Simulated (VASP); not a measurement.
```
NaF
1.0
    0.00000     2.31500     2.31500
    2.31500     0.00000     2.31500
    2.31500     2.31500     0.00000
Na F
1 1
Cartesian
  0.00000   0.00000   0.00000
  2.31500   2.31500   2.31500
```

The base run (VASP): PBE GGA, plane waves, VASP's PBE PAW potentials (set 64). Run with 520 eV cut-off, 9×9×9 Γ-centred mesh, Gaussian smearing of 0.050 eV, potentials Na_pv F.

One setting is varied; ΔE counts from the most expensive setting. The base run took about 7 core-seconds. Costs are core time on shared hosts, one run each; read them as rough ratios.

Pressures at a finite cut-off, here 520 eV, hold a Pulay part, which wasn't tested here.

```csv
setting,cost over the base run,electronic steps,ΔE (meV/atom),pressure (GPa)
KPOINTS 2×2×2 Γ-centred mesh,about 1/3,12,63.6,3.39
KPOINTS 3×3×3 Γ-centred mesh,about 1/3,12,2.9,2.19
KPOINTS 5×5×5 Γ-centred mesh,about 1/2,12,0.0,2.16
KPOINTS 6×6×6 Γ-centred mesh,within a factor of 2,12,0.0,2.16
KPOINTS 8×8×8 Γ-centred mesh,within a factor of 2,12,0.0,2.15
base run,reference,12,0.0,2.15
KPOINTS 10×10×10 Γ-centred mesh,within a factor of 2,12,0.0,2.15
KPOINTS 13×13×13 Γ-centred mesh,about 2 times,12,0.0,2.15
```

Left out are runs that failed, have no time on record or changed the cell.

The compound is NaF in the rock salt structure. The cell was not relaxed at this level.
